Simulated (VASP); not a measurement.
Consider the following.

```xyz
4
Lattice="4.0715 0.0000 0.0000 0.0000 4.0715 0.0000 0.0000 0.0000 4.0715" Properties=species:S:1:pos:R:3 pbc="T T T"
Sc     0.0000     0.0000     0.0000
Al     0.0000     2.0358     2.0358
Al     2.0358     0.0000     2.0358
Al     2.0358     2.0358     0.0750
```

Computed with PBEsol GGA, VASP's PBE PAW potentials (set 64) (plane waves; VASP 6.6.1). Run with 480 eV cut-off, 8×8×8 Γ-centred mesh, first-order Methfessel-Paxton smearing of 0.10 eV, potentials Sc_sv Al.

Question: Which forces act on the atoms, in eV/Å?

Answer: 
| atom | Fx | Fy | Fz |
|---|---|---|---|
| Sc1 | 0.000 | 0.000 | 0.081 |
| Al2 | 0.000 | 0.000 | 0.148 |
| Al3 | 0.000 | 0.000 | 0.148 |
| Al4 | 0.000 | 0.000 | -0.377 |

Question: Give the stress tensor in GPa (positive for a compressed cell).

Answer: 
```
0.19  0.00  0.00
0.00  0.19  0.00
0.00  0.00  0.24
```
The pressure is its mean diagonal, 0.21 GPa.

The compound is Al3Sc in the L1_2 structure. This cell was strained or had an atom moved on purpose.
